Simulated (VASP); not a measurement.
Calculation: MS2 meta-GGA, VASP's PBE PAW potentials (set 64) (plane waves; VASP).

Input for VASP

**INCAR**
```
! general
SYSTEM  = PbSe
PREC    = Accurate
ENCUT   = 520
LREAL   = .False.
LASPH   = .True.

! electronic loop
EDIFF   = 1E-7
NELM    = 100
ALGO    = Normal
LMAXMIX = 4
LMIXTAU = .True.

! smearing
ISMEAR  = -5

! functional
METAGGA = MS2

! ions
ISIF    = 2

! output
LWAVE   = .False.
LCHARG  = .False.
LORBIT  = 11
NEDOS   = 601
```

POSCAR:
```
PbSe
6.1344150
  0.0000000000   0.5000000247   0.5000000247
  0.5000000247   0.0000000000   0.5000000247
  0.5000000247   0.5000000247   0.0000000000
Pb Se
1 1
Cart
  0.0000000000   0.0000000000   0.0000000000
  0.5000000247   0.5000000247   0.5000000247
```

File KPOINTS:
```
K-points
0
G
  8 8 8
```

File KPOINTS_OPT:
```
k-points along high-symmetry lines
10
Line-mode
Reciprocal
  0.000000   0.000000   0.000000 ! GAMMA
  0.500000   0.000000   0.500000 ! X

  0.500000   0.000000   0.500000 ! X
  0.625000   0.250000   0.625000 ! U

  0.375000   0.375000   0.750000 ! K
  0.000000   0.000000   0.000000 ! GAMMA

  0.000000   0.000000   0.000000 ! GAMMA
  0.500000   0.500000   0.500000 ! L

  0.500000   0.500000   0.500000 ! L
  0.500000   0.250000   0.750000 ! W

  0.500000   0.250000   0.750000 ! W
  0.500000   0.000000   0.500000 ! X
```

POTCAR, in this order: Pb_d Se (PBE.64 set). Program: vasp_std.

What VASP printed:

### OSZICAR
```
       N       E                     dE             d eps       ncg     rms          rms(c)
DAV:   1     0.161280155291E+03    0.16128E+03   -0.89092E+03   826   0.131E+03
DAV:   2     0.774476686255E+01   -0.15354E+03   -0.15040E+03   848   0.333E+02
DAV:   3    -0.325918538760E+01   -0.11004E+02   -0.10950E+02  1076   0.961E+01
DAV:   4    -0.347118764497E+01   -0.21200E+00   -0.21188E+00   922   0.156E+01
DAV:   5    -0.347719369123E+01   -0.60060E-02   -0.60060E-02  1098   0.254E+00    0.561E+00
DAV:   6     0.113221599525E+02    0.14799E+02   -0.26534E+01   986   0.116E+02    0.310E+00
DAV:   7     0.107296476520E+02   -0.59251E+00   -0.57642E-01   812   0.119E+01    0.210E+00
DAV:   8     0.104422265761E+02   -0.28742E+00   -0.12202E+00   860   0.127E+01    0.758E-01
DAV:   9     0.107790915983E+02    0.33687E+00   -0.81069E-01   812   0.986E+00    0.549E-01
DAV:  10     0.107656628461E+02   -0.13429E-01   -0.59155E-02   920   0.450E+00    0.428E-01
DAV:  11     0.107705715593E+02    0.49087E-02   -0.57210E-02   962   0.485E+00    0.671E-02
DAV:  12     0.107692929760E+02   -0.12786E-02   -0.37485E-03   902   0.116E+00    0.761E-02
DAV:  13     0.107697237613E+02    0.43079E-03   -0.93070E-04   866   0.540E-01    0.334E-02
DAV:  14     0.107693897426E+02   -0.33402E-03   -0.32489E-04   854   0.311E-01    0.104E-02
DAV:  15     0.107693918609E+02    0.21183E-05   -0.58110E-05   860   0.927E-02    0.676E-03
DAV:  16     0.107693811166E+02   -0.10744E-04   -0.89604E-06   938   0.379E-02    0.317E-03
DAV:  17     0.107693829124E+02    0.17958E-05   -0.21561E-06  1034   0.223E-02    0.329E-03
DAV:  18     0.107693820207E+02   -0.89173E-06   -0.16876E-06   836   0.224E-02    0.196E-03
DAV:  19     0.107693805073E+02   -0.15134E-05   -0.47905E-07   866   0.105E-02    0.647E-04
DAV:  20     0.107693808051E+02    0.29782E-06   -0.85024E-08   592   0.499E-03    0.375E-04
DAV:  21     0.107693808831E+02    0.77977E-07   -0.50568E-09   436   0.112E-03
   1 F= 0.10769381E+02 E0= 0.10769381E+02  d E =0.000000E+00
       N       E                     dE             ncg
       N       E                     dE             ncg
       N       E                     dE             ncg
```

### OUTCAR
```
------------------------ aborting loop because EDIFF is reached ----------------------------------------
  FORCE on cell =-STRESS in cart. coord.  units (eV):
  Direction    XX          YY          ZZ          XY          YZ          ZX
  --------------------------------------------------------------------------------------
  Total        0.0120594      0.0120594      0.0120594      0.0000000      0.0000000     -0.0000000
  in kB        0.3347929      0.3347929      0.3347929      0.0000000      0.0000000     -0.0000000
  external PRESSURE =       0.3347929 kB  Pullay stress =       0.0000000 kB
  volume of cell :       57.71
      direct lattice vectors                 reciprocal lattice vectors
     0.000000000  3.067207652  3.067207652    -0.163014721  0.163014721  0.163014721
     3.067207652  0.000000000  3.067207652     0.163014721 -0.163014721  0.163014721
     3.067207652  3.067207652  0.000000000     0.163014721  0.163014721 -0.163014721
  FREE ENERGIE OF THE ION-ELECTRON SYSTEM (eV)
  ---------------------------------------------------
  free  energy   TOTEN  =        10.7693808831 eV

  energy  without entropy=       10.7693808831  energy(sigma->0) =       10.76938088

 total charge

# of ion       s       p       d       tot
------------------------------------------
    1        1.567   0.544   9.831  11.942
    2        1.466   2.362   0.017   3.845
--------------------------------------------------
tot          3.033   2.907   9.848  15.787
```
(Selected blocks of OUTCAR.)

The compound is PbSe in the rock salt structure. It was relaxed first.
